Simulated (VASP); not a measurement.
```
Li2Se
1.0
    0.00000     2.98545     2.98545
    2.98545     0.00000     2.98545
    2.98545     2.98545     0.00000
Li Se
2 1
Direct
  0.25000   0.25000   0.25000
  0.75000   0.75000   0.75000
  0.00000   0.00000   0.00000
```

The numbers are results of r2SCAN meta-GGA with spin-orbit coupling, VASP's PBE PAW potentials (set 64) (plane waves; VASP), not measurements. Run with 520 eV cut-off, 6×6×6 Γ-centred mesh, Gaussian smearing of 0.050 eV, potentials Li_sv Se.

Give the energies of bands 7 to 19 at the high-symmetry points, in eV from the valence-band maximum.

```json
[
 {"band": "7", "Γ": "-0.38", "X": "-2.43", "U": "-2.32", "L": "-3.08", "W": "-2.18"},
 {"band": "8", "Γ": "-0.38", "X": "-2.43", "U": "-2.32", "L": "-3.08", "W": "-2.18"},
 {"band": "9", "Γ": "0.00", "X": "-1.67", "U": "-2.14", "L": "-0.77", "W": "-1.96"},
 {"band": "10", "Γ": "0.00", "X": "-1.67", "U": "-2.14", "L": "-0.77", "W": "-1.96"},
 {"band": "11", "Γ": "0.00", "X": "-1.50", "U": "-1.30", "L": "-0.55", "W": "-1.86"},
 {"band": "12", "Γ": "0.00", "X": "-1.50", "U": "-1.30", "L": "-0.55", "W": "-1.86"},
 {"band": "13", "Γ": "4.09", "X": "3.33", "U": "4.52", "L": "5.90", "W": "5.51"},
 {"band": "14", "Γ": "4.09", "X": "3.33", "U": "4.52", "L": "5.90", "W": "5.51"},
 {"band": "15", "Γ": "6.19", "X": "6.90", "U": "7.98", "L": "6.47", "W": "7.09"},
 {"band": "16", "Γ": "6.19", "X": "6.90", "U": "7.98", "L": "6.47", "W": "7.09"},
 {"band": "17", "Γ": "6.19", "X": "11.22", "U": "9.30", "L": "6.48", "W": "8.82"},
 {"band": "18", "Γ": "6.19", "X": "11.22", "U": "9.30", "L": "6.48", "W": "8.82"},
 {"band": "19", "Γ": "6.20", "X": "11.39", "U": "9.63", "L": "8.55", "W": "8.84"}
]
```

The gap is indirect, 3.33 eV, from the valence maximum at Γ to the conduction minimum at X.

The compound is Li2Se in the antifluorite structure. It was relaxed first.
